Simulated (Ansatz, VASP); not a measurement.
## One calculation of WF, two programs

```
W F
1.0
     1.34743    0.77794    5.00108
    -1.34743    0.77794    5.00108
     0.00000   -1.55587    5.00108
W F
1 1
Direct
  0.81412 0.81412 0.81412
  0.93712 0.93712 0.93712
```

The cell was built by a generator and needn't be a form met in nature.

Alike in both runs: task single point; functional PBE; k mesh 11 × 11 × 11; occupations fermi-dirac, width 0.05 eV; no spin polarisation.

```csv
,VASP,Ansatz
version,VASP 6.6.1,Ansatz 0.2.0
potentials or method,"VASP PAW PBE potentials, release 64 (W_sv, F)",Ansatz PAW
plane-wave cutoff (eV),520,420
valence electrons in the cell,21,21
```

Ansatz gave:

```
gap on the k mesh at the Fermi level (eV)       : none
pressure (GPa)                                  : 7.8
largest component of the traceless stress (GPa) : 0.32
rms of the force components (eV/Å)              : 0.465
```

Q: Which values does VASP return?

A: gap on the k mesh at the Fermi level (eV): none; pressure (GPa): 9.2; largest component of the traceless stress (GPa): 2.85; rms of the force components (eV/Å): 0.731.

Atom by atom the forces differ by 0.266 eV/Å (rms over components). A gap of «none» marks a metal or a gap that the smearing closes.

Caveats: an odd number of electrons without spin polarisation forces a metal; a magnetic or distorted state may lie lower; the pressure holds a Pulay correction of +0.4 GPa for the finite cutoff (Ansatz). The runs have no spin-orbit coupling, so splittings on W are missing.
